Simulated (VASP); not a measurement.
Output of a VASP run:

File OSZICAR:
```
       N       E                     dE             d eps       ncg     rms          rms(c)
DAV:   1     0.413803190960E+02    0.41380E+02   -0.75687E+03   720   0.120E+03
DAV:   2    -0.267001083635E+02   -0.68080E+02   -0.62326E+02  1012   0.191E+02
DAV:   3    -0.297603699907E+02   -0.30603E+01   -0.30456E+01   956   0.415E+01
DAV:   4    -0.297954591550E+02   -0.35089E-01   -0.35068E-01   888   0.519E+00
DAV:   5    -0.297960503430E+02   -0.59119E-03   -0.59108E-03   932   0.646E-01    0.126E+01
DAV:   6    -0.263229286895E+02    0.34731E+01   -0.10048E+01   880   0.201E+01    0.585E+00
DAV:   7    -0.262222786646E+02    0.10065E+00   -0.93267E-01   904   0.642E+00    0.251E+00
DAV:   8    -0.262065466071E+02    0.15732E-01   -0.48997E-02   824   0.163E+00    0.508E-01
DAV:   9    -0.262055330323E+02    0.10136E-02   -0.61553E-03   872   0.595E-01    0.128E-01
DAV:  10    -0.262057265055E+02   -0.19347E-03   -0.53861E-04   848   0.174E-01    0.456E-02
DAV:  11    -0.262057321535E+02   -0.56480E-05   -0.55585E-05   868   0.622E-02    0.138E-02
DAV:  12    -0.262057333031E+02   -0.11496E-05   -0.21884E-06   712   0.121E-02    0.339E-03
DAV:  13    -0.262057337161E+02   -0.41302E-06   -0.37353E-07   500   0.468E-03
   1 F= -.26205734E+02 E0= -.26205734E+02  d E =-.262057E+02
       N       E                     dE             d eps       ncg     rms          rms(c)
DAV:   1    -0.262081052440E+02   -0.23719E-02   -0.10261E-01   844   0.288E+00    0.391E-01
DAV:   2    -0.262060852737E+02    0.20200E-02   -0.39307E-03   844   0.489E-01    0.191E-01
DAV:   3    -0.262056071020E+02    0.47817E-03   -0.10942E-03   876   0.225E-01    0.393E-02
DAV:   4    -0.262055498408E+02    0.57261E-04   -0.12918E-04   876   0.754E-02    0.162E-02
DAV:   5    -0.262055416857E+02    0.81550E-05   -0.13298E-05   848   0.256E-02    0.152E-02
DAV:   6    -0.262055397190E+02    0.19667E-05   -0.76777E-07   488   0.782E-03    0.540E-03
DAV:   7    -0.262055398998E+02   -0.18075E-06   -0.51579E-07   440   0.491E-03
   2 F= -.26205540E+02 E0= -.26205540E+02  d E =0.193816E-03
       N       E                     dE             d eps       ncg     rms          rms(c)
DAV:   1    -0.262079020667E+02   -0.23623E-02   -0.27606E-02   848   0.150E+00    0.204E-01
DAV:   2    -0.262073645400E+02    0.53753E-03   -0.10811E-03   832   0.255E-01    0.996E-02
DAV:   3    -0.262072474878E+02    0.11705E-03   -0.28634E-04   864   0.116E-01    0.204E-02
DAV:   4    -0.262072358374E+02    0.11650E-04   -0.32199E-05   856   0.378E-02    0.837E-03
DAV:   5    -0.262072354876E+02    0.34982E-06   -0.29461E-06   676   0.124E-02
   3 F= -.26207235E+02 E0= -.26207235E+02  d E =-.150177E-02
```

OUTCAR:
```
------------------------ aborting loop because EDIFF is reached ----------------------------------------
  FORCE on cell =-STRESS in cart. coord.  units (eV):
  Direction    XX          YY          ZZ          XY          YZ          ZX
  --------------------------------------------------------------------------------------
  Total       -0.0049257     -0.0049257      0.0132877      0.0000000     -0.0000000      0.0000000
  in kB       -0.1891313     -0.1891313      0.5102054      0.0000000     -0.0000000      0.0000000
  external PRESSURE =       0.0439809 kB  Pullay stress =       0.0000000 kB
  volume of cell :       41.73
      direct lattice vectors                 reciprocal lattice vectors
     1.542248217 -2.671252024  0.000000000     0.324202028 -0.187178145  0.000000000
     1.542248217  2.671252024  0.000000000     0.324202028  0.187178145  0.000000000
     0.000000000  0.000000000  5.064264044     0.000000000  0.000000000  0.197462058
  FREE ENERGIE OF THE ION-ELECTRON SYSTEM (eV)
  ---------------------------------------------------
  free  energy   TOTEN  =       -26.2072354876 eV

  energy  without entropy=      -26.2072354876  energy(sigma->0) =      -26.20723549

 reached required accuracy - stopping structural energy minimisation
```
(Selected blocks of OUTCAR.)

### POSCAR
```
SiC
1
    1.5385284524    -2.6648092055     0.0000000000
    1.5385284524     2.6648092055     0.0000000000
    0.0000000000     0.0000000000     5.0519806083
Si C
2 2
Direct
  0.6666670000   0.3333330000   0.4996384767
  0.3333330000   0.6666670000   0.9996384767
  0.6666670000   0.3333330000   0.8753615233
  0.3333330000   0.6666670000   0.3753615233
```

Q: Reconstruct the remaining input files.

A: One answer among several that fit: the input of the run itself, vdW-DF-cx, plane waves, VASP's PBE PAW potentials (set 64).

File KPOINTS:
```
Automatic mesh
0
Gamma
8 8 4
0 0 0
```

INCAR:
```
AGGAC  =  0.0
ALGO  =  Normal
EDIFF  =  1E-6
EDIFFG  =  -0.02
ENCUT  =  520
GGA  =  CX
IBRION  =  2
ISIF  =  3
ISMEAR  =  0
LASPH  =  .TRUE.
LCHARG  =  .FALSE.
LREAL  =  .FALSE.
LUSE_VDW  =  .TRUE.
LWAVE  =  .FALSE.
NELM  =  100
NSW  =  60
PREC  =  Accurate
SIGMA  =  0.05
SYSTEM  =  SiC
```

POTCAR, in this order: Si C (PBE.64 set). Program: vasp_std.

The compound is SiC in the wurtzite structure, the rare 2H polytype. This run relaxes it. Symmetry was kept, so distortions that lower it aren't found. The start is the result of an earlier pass.
